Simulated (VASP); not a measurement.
**PbF2 (fluorite): computed properties**

The numbers are results of PBEsol GGA, VASP's PBE PAW potentials (set 64) (plane waves; VASP), not measurements.

* **space group**: Fm-3m (225)
* **cell**: a = b = c = 5.8949 Å, α = β = γ = 90.00°
* **volume per atom**: 17.07 Å³/atom
* **band gap (over mesh and band path)**: 4.30 eV
* **smallest direct gap (over mesh and band path)**: 4.45 eV
* **Hill bulk modulus**: 76.8 GPa
* **Hill shear modulus**: 24.3 GPa
* **Poisson's ratio**: 0.357
* **band-edge character without spin-orbit coupling**: indirect, W to X
* **band gap with spin-orbit coupling**: 4.03 eV
* **density**: 7.95 g/cm³
* **mean ε∞ (DFPT)**: 3.40
* **mean ε∞ (independent particles)**: 3.72
* **C11**: 113 GPa
* **C12**: 58.7 GPa
* **C44**: 22.6 GPa

Space group Fm-3m (No. 225); a = b = c = 5.8949 Å, α = β = γ = 90.00°

| atom | site | symmetry | x | y | z |
|---|---|---|---|---|---|
| Pb | 4a | m-3m | 0.0000 | 0.0000 | 0.0000 |
| F | 8c | -43m | 0.2500 | 0.2500 | 0.2500 |
(The calculation used a cell of 3 atoms; values per cell refer to that cell.)

Measured: a 5.940 Å (computed value off by -0.8 %), as given by E. Cadelano et al., The European Physical Journal B (2011), arXiv:1107.5962; ε∞ 2.99 (computed value off by +13.7 %), as given by I. H. Malitson and M. J. Dodge. Refraction and dispersion of lead fluoride, J. Opt. Soc. Am. 59, 500A (1969) (as … [long-wavelength limit of the electronic terms of a dispersion formula fitted to measured refractive indices over 0.3-11.9 um; lattice terms left out]. The calculation is for a static lattice, while the measured a holds thermal and zero-point effects, which are part of the difference. Unless said otherwise, spin-orbit coupling is left out, though it shifts the bands of the heavy elements here.

The compound is PbF2 in the fluorite structure, the β form. It was relaxed first. Symmetry was kept, so distortions that lower it aren't found.
